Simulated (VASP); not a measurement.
# CsLiCr2Te2S3 (C2/m) in VASP: further runs, part 2 of 3

VASP 6.6.1. The steps go on from the part before.

## (3) Density of states, PBE, collinear spin, ferromagnetic start

Input file POSCAR:

```
CsLiCr2Te2S3
1.0
    7.2895900000     -2.1043300000      0.0177200000
    7.2895900000      2.1043300000      0.0177200000
   -2.5331500000      0.0000000000      7.2810000000
Cs Li Cr Te S
1 1 2 2 3
Direct
    0.5000000000      0.5000000000      0.0000000000
    0.0000000000      0.0000000000      0.5000000000
    0.3287000000      0.3287000000      0.4330000000
    0.6713000000      0.6713000000      0.5670000000
    0.8067200000      0.8067200000      0.1742700000
    0.1932800000      0.1932800000      0.8257300000
    0.1635800000      0.1635800000      0.3971300000
    0.8364200000      0.8364200000      0.6028700000
    0.5000000000      0.5000000000      0.5000000000
```

Input file INCAR.step1:

```
SYSTEM = CsLiCr2Te2S3
ALGO = Normal ; EDIFF = 1E-6
ENCUT = 520 ; GGA = PE
ISIF = 2 ; ISMEAR = -1
ISPIN = 2 ; KPAR = 4
LASPH = .TRUE. ; LCHARG = .TRUE.
LMAXMIX = 4 ; LREAL = .FALSE.
LWAVE = .FALSE. ; MAGMOM = 0 0 3 3 0 0 0 0 0
NELM = 120 ; PREC = Accurate
SIGMA = 0.05
```

Input file KPOINTS.step1:

```
k-points
0
G
  7 7 4
  0 0 0
```

Input file INCAR.step2:

```
SYSTEM = CsLiCr2Te2S3
ALGO = Normal ; EDIFF = 1E-6
ENCUT = 520 ; GGA = PE
ICHARG = 11 ; ISIF = 2
ISMEAR = -5 ; ISPIN = 2
KPAR = 4 ; LASPH = .TRUE.
LCHARG = .FALSE. ; LMAXMIX = 4
LORBIT = 11 ; LREAL = .FALSE.
LWAVE = .FALSE. ; MAGMOM = 0 0 3 3 0 0 0 0 0
NEDOS = 1001 ; NELM = 120
PREC = Accurate ; SIGMA = 0.05
```

Input file KPOINTS.step2:

```
k-points
0
G
  11 11 6
  0 0 0
```

Potentials or basis: VASP PAW PBE potentials, release 64 (Cs_sv, Li_sv, Cr_pv, Te, S).

The run is started by

```sh
$ cat potpaw_PBE.64/Cs_sv/POTCAR potpaw_PBE.64/Li_sv/POTCAR potpaw_PBE.64/Cr_pv/POTCAR potpaw_PBE.64/Te/POTCAR potpaw_PBE.64/S/POTCAR > POTCAR
$ cp INCAR.step1 INCAR
$ cp KPOINTS.step1 KPOINTS
$ mpirun -np 4 vasp_std > vasp.out
$ cp INCAR.step2 INCAR
$ cp KPOINTS.step2 KPOINTS
$ mpirun -np 4 vasp_std > vasp.out
```

OUTCAR:

```text
SYSTEM = CsLiCr2Te2S3
   EDIFF = 1E-6
   ENCUT = 520
   GGA = PE
   ICHARG = 11
   ISIF = 2
   ISMEAR = -5
   ISPIN = 2
   LASPH = .TRUE.
   LORBIT = 11
   LREAL = .FALSE.
   NELM = 120
   PREC = Accurate

 ion  position               nearest neighbor table
   1  0.500  0.500  0.000-
   2  0.000  0.000  0.500-   9 2.10   9 2.10   5 3.10   6 3.10
   3  0.329  0.329  0.433-   7 2.33   9 2.38   8 2.46   8 2.46   5 2.84   5 2.84
   4  0.671  0.671  0.567-   8 2.33   9 2.38   7 2.46   7 2.46   6 2.84   6 2.84
   5  0.807  0.807  0.174-   3 2.84   3 2.84   2 3.10   8 3.19   6 3.39   6 3.39
   6  0.193  0.193  0.826-   4 2.84   4 2.84   2 3.10   7 3.19   5 3.39   5 3.39
   7  0.164  0.164  0.397-   3 2.33   4 2.46   4 2.46   6 3.19
   8  0.836  0.836  0.603-   4 2.33   3 2.46   3 2.46   5 3.19
   9  0.500  0.500  0.500-   2 2.10   2 2.10   3 2.38   4 2.38

  LATTYP: Found a base centered monoclinic cell.
 ALAT       =    14.5792230748
 B/A-ratio  =     0.2886751906
 C/A-ratio  =     0.5287711959
 COS(beta)  =    -0.3262964791

  Lattice vectors:

 A1 = (   7.2895900000,  -2.1043300000,   0.0177200000)
 A2 = (   7.2895900000,   2.1043300000,   0.0177200000)
 A3 = (  -2.5331500000,   0.0000000000,   7.2810000000)

Analysis of symmetry for initial positions (statically):
[... 2394 lines left out ...]
     7.289590000  2.104330000  0.017720000     0.068533003  0.237605319  0.023843480
    -2.533150000  0.000000000  7.281000000    -0.000333582  0.000000000  0.137227714

 POSITION                                       TOTAL-FORCE (eV/Angst)
 -----------------------------------------------------------------------------------
      7.28959      0.00000      0.01772        -0.000000     -0.000000      0.000000
     -1.26658      0.00000      3.64050        -0.000000      0.000000      0.000000
      3.69532      0.00000      3.16432         0.010558     -0.000000      0.004105
      8.35071      0.00000      4.15212        -0.010558     -0.000000     -0.004105
     11.31986      0.00000      1.29745         0.009869     -0.000000      0.033573
      0.72617      0.00000      6.01899        -0.009869     -0.000000     -0.033573
      1.37887      0.00000      2.89730        -0.011515     -0.000000      0.020075
     10.66716      0.00000      4.41914         0.011515     -0.000000     -0.020075
      6.02301      0.00000      3.65822        -0.000000     -0.000000      0.000000
 -----------------------------------------------------------------------------------
    total drift:                                0.000000      0.000000     -0.000000

  FREE ENERGIE OF THE ION-ELECTRON SYSTEM (eV)
  ---------------------------------------------------
  free  energy   TOTEN  =       -45.7688583036 eV

  energy  without entropy=      -45.7688583036  energy(sigma->0) =      -45.76885830

 total charge

# of ion       s       p       d       tot
------------------------------------------
    1        1.833   4.700   0.030   6.564
    2        2.037   0.081   0.000   2.118
    3        0.269   6.238   4.073  10.580
    4        0.269   6.238   4.073  10.580
    5        1.390   1.924   0.026   3.340
    6        1.390   1.924   0.026   3.340
    7        1.342   2.361   0.000   3.703
    8        1.342   2.361   0.000   3.703
    9        1.327   2.485   0.000   3.812
--------------------------------------------------
tot         11.201  28.312   8.227  47.740

 magnetization (x)

# of ion       s       p       d       tot
------------------------------------------
    1        0.000  -0.001   0.000  -0.000
    2        0.001   0.002   0.000   0.004
    3        0.039   0.028   2.771   2.838
    4        0.039   0.028   2.771   2.838
    5       -0.001  -0.144   0.002  -0.143
    6       -0.001  -0.144   0.002  -0.143
    7       -0.006  -0.149   0.000  -0.155
    8       -0.006  -0.149   0.000  -0.155
    9       -0.003  -0.050   0.000  -0.052
--------------------------------------------------
tot          0.062  -0.578   5.547   5.030
```

OSZICAR.step1:

```text
N       E                     dE             d eps       ncg     rms          rms(c)
DAV:   1     0.575302719420E+03    0.57530E+03   -0.30885E+04 11352   0.144E+03
DAV:   2     0.137581852255E+02   -0.56154E+03   -0.54190E+03 11532   0.349E+02
DAV:   3    -0.484147518739E+02   -0.62173E+02   -0.60420E+02 14066   0.109E+02
DAV:   4    -0.522999323659E+02   -0.38852E+01   -0.38664E+01 16102   0.222E+01
DAV:   5    -0.525184601813E+02   -0.21853E+00   -0.21839E+00 15676   0.415E+00    0.262E+01
DAV:   6    -0.792390117115E+02   -0.26721E+02   -0.14016E+02 11682   0.692E+01    0.685E+01
DAV:   7    -0.440788275709E+02    0.35160E+02   -0.75086E+01 12018   0.793E+01    0.163E+01
DAV:   8    -0.455576229993E+02   -0.14788E+01   -0.90586E+00 10860   0.116E+01    0.687E+00
DAV:   9    -0.457480815180E+02   -0.19046E+00   -0.92444E-01 12774   0.468E+00    0.384E+00
DAV:  10    -0.457699285275E+02   -0.21847E-01   -0.22896E-01 12260   0.247E+00    0.212E+00
DAV:  11    -0.457757416426E+02   -0.58131E-02   -0.40044E-02 12212   0.101E+00    0.130E+00
DAV:  12    -0.457864313670E+02   -0.10690E-01   -0.20129E-02 12050   0.805E-01    0.458E-01
DAV:  13    -0.457870983863E+02   -0.66702E-03   -0.38156E-03 13722   0.311E-01    0.256E-01
DAV:  14    -0.457872061878E+02   -0.10780E-03   -0.48256E-04 11814   0.933E-02    0.157E-01
DAV:  15    -0.457872417935E+02   -0.35606E-04   -0.21902E-04 12408   0.613E-02    0.712E-02
DAV:  16    -0.457872478672E+02   -0.60737E-05   -0.11388E-04 11756   0.422E-02    0.253E-02
DAV:  17    -0.457872529656E+02   -0.50984E-05   -0.19437E-05 11566   0.197E-02    0.132E-02
DAV:  18    -0.457872532480E+02   -0.28243E-06   -0.15176E-06  5848   0.724E-03
   1 F= -.45787253E+02 E0= -.45769440E+02  d E =-.356258E-01  mag=     5.2386
```

Wall time 23 min (4 MPI ranks of Intel Xeon Platinum 8488C (Sapphire Rapids), shared host); peak memory 2.7 GiB.

What came out:

```
Net moment                                            : 5.24 μB per cell
Site moments                                          : Cs -0.00; Li +0.00; Cr +2.84; Te -0.14; S -0.15, -0.05 μB
Valence electrons inside the program's atomic spheres : Cs 6.56; Li 2.12; Cr 10.58; Te 3.34; S 3.70, 3.81
```

States per cell in windows of 1 eV (zero at the Fermi level; states under -8 eV left out):
```tsv
from (eV)	up	down	Cr3_d_up	Cr4_d_up	Cr3_d_down	Cr4_d_down	S7_p_down	S8_p_down
-8.0	0.00	0.00	0.00	0.00	0.00	0.00	0.00	0.00
-7.0	0.00	0.00	0.00	0.00	0.00	0.00	0.00	0.00
-6.0	0.55	0.17	0.02	0.02	0.00	0.00	0.02	0.02
-5.0	3.05	2.54	0.19	0.19	0.06	0.06	0.30	0.30
-4.0	3.53	3.30	0.40	0.40	0.16	0.16	0.34	0.34
-3.0	2.71	2.96	0.34	0.34	0.17	0.17	0.30	0.30
-2.0	5.11	3.02	1.21	1.21	0.10	0.10	0.22	0.22
-1.0	5.34	2.57	1.37	1.37	0.15	0.15	0.09	0.09
0.0	1.59	0.57	0.26	0.26	0.05	0.05	0.02	0.02
1.0	2.62	3.82	0.60	0.60	1.39	1.39	0.03	0.03
2.0	1.26	5.61	0.26	0.26	1.99	1.99	0.10	0.10
3.0	0.32	1.57	0.00	0.00	0.41	0.41	0.04	0.04
4.0	0.68	0.75	0.01	0.01	0.02	0.02	0.01	0.01
5.0	0.00	0.00	0.00	0.00	0.00	0.00	0.00	0.00
6.0	0.00	0.00	0.00	0.00	0.00	0.00	0.00	0.00
```

Caveat: only a ferromagnetic start was run, and an antiferromagnetic order may lie lower in energy; tetrahedron occupations give inexact forces and stress in metals. Spin-orbit coupling is left out, which matters for the levels of Cs, Te.

## (4) Optical spectrum, PBE, collinear spin, ferromagnetic start

Input file INCAR:

```
SYSTEM = CsLiCr2Te2S3
PREC = Accurate ; ENCUT = 520
EDIFF = 1E-6 ; ISMEAR = -1
SIGMA = 0.05 ; LREAL = .FALSE.
LASPH = .TRUE. ; NELM = 120
ALGO = Normal ; ISIF = 2
LWAVE = .FALSE. ; LCHARG = .FALSE.
ISPIN = 2 ; MAGMOM = 0 0 3 3 0 0 0 0 0
LORBIT = 11 ; LMAXMIX = 4
GGA = PE ; LOPTICS = .TRUE.
NBANDS = 65 ; NEDOS = 2000
CSHIFT = 0.05 ; KPAR = 4
```

Input file KPOINTS:

```
regular mesh
0
G
  7 7 4
  0 0 0
```

POSCAR is that of step 3.

Potentials or basis: VASP PAW PBE potentials, release 64 (Cs_sv, Li_sv, Cr_pv, Te, S).

The run is started by

```sh
$ cat potpaw_PBE.64/Cs_sv/POTCAR potpaw_PBE.64/Li_sv/POTCAR potpaw_PBE.64/Cr_pv/POTCAR potpaw_PBE.64/Te/POTCAR potpaw_PBE.64/S/POTCAR > POTCAR
$ mpirun -np 4 vasp_std > vasp.out
```

OUTCAR:

```text
SYSTEM = CsLiCr2Te2S3
   PREC = Accurate
   ENCUT = 520
   EDIFF = 1E-6
   ISMEAR = -1
   LREAL = .FALSE.
   LASPH = .TRUE.
   NELM = 120
   ISIF = 2
   ISPIN = 2
   LORBIT = 11
   GGA = PE

 ion  position               nearest neighbor table
   1  0.500  0.500  0.000-
   2  0.000  0.000  0.500-   9 2.10   9 2.10   5 3.10   6 3.10
   3  0.329  0.329  0.433-   7 2.33   9 2.38   8 2.46   8 2.46   5 2.84   5 2.84
   4  0.671  0.671  0.567-   8 2.33   9 2.38   7 2.46   7 2.46   6 2.84   6 2.84
   5  0.807  0.807  0.174-   3 2.84   3 2.84   2 3.10   8 3.19   6 3.39   6 3.39
   6  0.193  0.193  0.826-   4 2.84   4 2.84   2 3.10   7 3.19   5 3.39   5 3.39
   7  0.164  0.164  0.397-   3 2.33   4 2.46   4 2.46   6 3.19
   8  0.836  0.836  0.603-   4 2.33   3 2.46   3 2.46   5 3.19
   9  0.500  0.500  0.500-   2 2.10   2 2.10   3 2.38   4 2.38

  LATTYP: Found a base centered monoclinic cell.
 ALAT       =    14.5792230748
 B/A-ratio  =     0.2886751906
 C/A-ratio  =     0.5287711959
[... 2785 lines left out ...]
     E(ev)      X         Y         Z        XY        YZ        ZX
  --------------------------------------------------------------------------------------------------------------
     0.00000   117.39165   169.67866   277.87891     0.00000     0.00000    16.57675
     0.67577     7.98799    22.31692    23.32909     0.00000     0.00000     0.47431
     1.35154     8.84634    14.08816    13.61854     0.00000     0.00000     1.12832
     2.02732     8.20975    14.52887    12.31808     0.00000     0.00000     0.40959
     2.70309     7.49269     9.22976     8.98913     0.00000     0.00000    -1.23123
     3.37886     6.21731     4.88291     5.70604     0.00000     0.00000    -0.07841
[... 92 lines left out ...]
    66.22564     0.00003     0.00003     0.00003     0.00000     0.00000    -0.00000
    66.90141     0.00003     0.00003     0.00003     0.00000     0.00000    -0.00000

  frequency dependent      REAL DIELECTRIC FUNCTION (independent particle, no local field effects) current-current
     E(ev)        X           Y           Z          XY          YZ          ZX
  --------------------------------------------------------------------------------------------------------------
     0.00000    17.18948    33.50289    27.82325     0.00000     0.00000    -1.26432
     0.67577     6.09732     6.40429     3.51006     0.00000     0.00000    -0.00444
     1.35154     9.24623     8.04781     8.48507     0.00000     0.00000     0.64876
     2.02732     6.05713     4.91874     1.91248     0.00000     0.00000    -0.40393
     2.70309     5.61537    -1.42014    -1.00255     0.00000     0.00000     0.16484
     3.37886     2.87843    -1.63218    -0.72987     0.00000     0.00000     0.54398
[... 92 lines left out ...]
    66.22564     0.92706     0.92696     0.92972     0.00000     0.00000    -0.00021
    66.90141     0.92896     0.92887     0.93156     0.00000     0.00000    -0.00020

 total charge

# of ion       s       p       d       tot
------------------------------------------
    1        1.833   4.700   0.030   6.564
    2        2.037   0.081   0.000   2.118
    3        0.269   6.238   4.078  10.585
    4        0.269   6.238   4.078  10.585
    5        1.390   1.920   0.026   3.335
    6        1.390   1.920   0.026   3.335
    7        1.342   2.361   0.000   3.703
    8        1.342   2.361   0.000   3.703
    9        1.327   2.488   0.000   3.816
--------------------------------------------------
tot         11.201  28.306   8.238  47.745

 magnetization (x)

# of ion       s       p       d       tot
------------------------------------------
    1        0.000  -0.001   0.000   0.000
    2        0.001   0.002   0.000   0.003
    3        0.039   0.028   2.774   2.841
    4        0.039   0.028   2.774   2.841
    5       -0.002  -0.140   0.002  -0.139
    6       -0.002  -0.140   0.002  -0.139
    7       -0.006  -0.147   0.000  -0.152
    8       -0.006  -0.147   0.000  -0.152
    9       -0.003  -0.042   0.000  -0.045
--------------------------------------------------
tot          0.062  -0.557   5.553   5.057
```

Run time: 14 min. Hardware: 4 MPI ranks of Intel Xeon Platinum 8488C (Sapphire Rapids), shared host; peak memory 3.1 GiB.

Results:

- Free energy: -45.7873 eV
- Largest force: 0.029 eV/Å
- Band gap on the k mesh: none (metal or under the smearing width)
- Net moment: 5.24 μB per cell
- Site moments: Cs +0.00; Li +0.00; Cr +2.84; Te -0.14; S -0.15, -0.04 μB
- Valence electrons inside the program's atomic spheres: Cs 6.56; Li 2.12; Cr 10.59; Te 3.33; S 3.70, 3.82

Forces in eV/Å, atoms in the order of the input:
```
Cs   0.000  0.000  0.000
Li   0.000  0.000  0.000
Cr  -0.017  0.000 -0.024
Cr   0.017  0.000  0.024
Te   0.006  0.000  0.024
Te  -0.006  0.000 -0.024
S    0.005  0.000 -0.008
S   -0.005  0.000  0.008
S    0.000  0.000  0.000
```

Levels at points of the mesh, in eV from the Fermi level:
Spin up:
| k point | band 32 | band 33 | band 34 | band 35 | band 36 | band 37 | band 38 | band 39 |
| --- | --- | --- | --- | --- | --- | --- | --- | --- |
| (0.00, 0.00, 0.00) | -0.59 | -0.54 | -0.32 | -0.19 | 0.13 | 1.02 | 1.21 | 1.41 |
| (0.00, 0.00, 0.50) | -0.62 | -0.58 | -0.26 | -0.22 | 0.10 | 0.49 | 1.02 | 1.48 |
Spin down:
| k point | band 26 | band 27 | band 28 | band 29 | band 30 | band 31 | band 32 | band 33 | band 34 | band 35 |
| --- | --- | --- | --- | --- | --- | --- | --- | --- | --- | --- |
| (0.00, 0.00, 0.00) | -1.38 | -0.94 | -0.93 | -0.69 | -0.09 | 0.78 | 1.05 | 1.50 | 1.71 | 2.15 |
| (0.00, 0.00, 0.50) | -1.19 | -1.03 | -0.94 | -0.69 | -0.07 | 0.39 | 1.06 | 1.57 | 1.65 | 2.00 |

Dielectric function (mean over the directions given):
| energy (eV) | real part | imaginary part |
| --- | --- | --- |
| 0.27 | 30.53 | 22.37 |
| 0.74 | 7.21 | 14.93 |
| 1.22 | 10.89 | 10.32 |
| 1.76 | 6.94 | 11.84 |
| 2.23 | 3.44 | 10.95 |
| 2.77 | 1.32 | 8.26 |
| 3.24 | 0.01 | 6.39 |
| 3.78 | 0.72 | 4.27 |
| 4.26 | 1.77 | 3.79 |
| 4.80 | 2.56 | 4.06 |
| 5.27 | 2.37 | 4.90 |
| 5.81 | 1.55 | 4.92 |
| 6.28 | 0.93 | 4.79 |
| 6.83 | 0.52 | 4.11 |
| 7.30 | 0.52 | 3.86 |
| 7.77 | 0.19 | 3.67 |
| 8.31 | 0.07 | 3.38 |
| 8.79 | -0.04 | 3.28 |
| 9.33 | -0.11 | 3.04 |
| 9.80 | -0.35 | 3.04 |
| 10.34 | -0.60 | 2.78 |
| 10.81 | -0.86 | 2.34 |
| 11.35 | -0.72 | 1.94 |
| 11.83 | -0.73 | 1.70 |
| 12.37 | -0.74 | 1.53 |
| 12.84 | -0.25 | 1.40 |
| 13.38 | -0.38 | 1.60 |
| 13.85 | -0.62 | 1.65 |
| 14.33 | -0.99 | 1.30 |
| 14.87 | -0.85 | 0.87 |
| 15.34 | -0.80 | 0.51 |
| 15.88 | -0.52 | 0.35 |
| 16.35 | -0.35 | 0.27 |
| 16.89 | -0.20 | 0.25 |
| 17.37 | -0.15 | 0.23 |
| 17.91 | -0.04 | 0.17 |
| 18.38 | 0.01 | 0.19 |
| 18.92 | 0.03 | 0.10 |
| 19.39 | 0.12 | 0.05 |
| 19.94 | 0.21 | 0.01 |

Caveat: spectra need much finer meshes, so this one isn't converged; independent-particle spectra lack excitons; the intraband (Drude) part of a metal's response may be missing; only a ferromagnetic start was run, and an antiferromagnetic order may lie lower in energy.

(Part 2 of 3 ends here.)
